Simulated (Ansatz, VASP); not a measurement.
# Be3SnS in VASP and in Ansatz

```
Sn S Be
1.0
     4.40841    0.00000    0.00000
     0.00000    4.40841    0.00000
     0.00000    0.00000    4.40841
Sn S Be
1 1 3
Direct
  0.00000 0.00000 0.00000
  0.50000 0.50000 0.50000
  0.50000 0.50000 0.00000
  0.50000 0.00000 0.50000
  0.00000 0.50000 0.50000
```

The cell comes from a database or a generator and needn't be the stable form of this composition.

Alike in both runs: task single point; functional PBEsol; k mesh 4 × 4 × 4; occupations gaussian, width 0.05 eV; no spin polarisation.

|  | VASP | Ansatz |
| --- | --- | --- |
| version | VASP 6.6.1 | Ansatz 0.2.0 |
| potentials or method | VASP PAW PBE potentials, release 64 (Sn_d, S, Be) | scalar-relativistic, plane waves, PAW |
| plane-wave cutoff (eV) | 520 | 420 |
| valence electrons in the cell | 26 | 26 |

VASP gave:

```
gap on the k mesh at the Fermi level (eV) : none
pressure (GPa)                            : -9.8
```

Task: Which values does Ansatz return?

Result: gap on the k mesh at the Fermi level (eV): none; pressure (GPa): -9.9.

A gap of «none» marks a metal or a gap that the smearing closes. The functional is the same, so the differences come from potentials, cutoffs and numerics.

Caveats: the PAW data sets were made with another functional, which shifts forces and pressure a little (VASP).
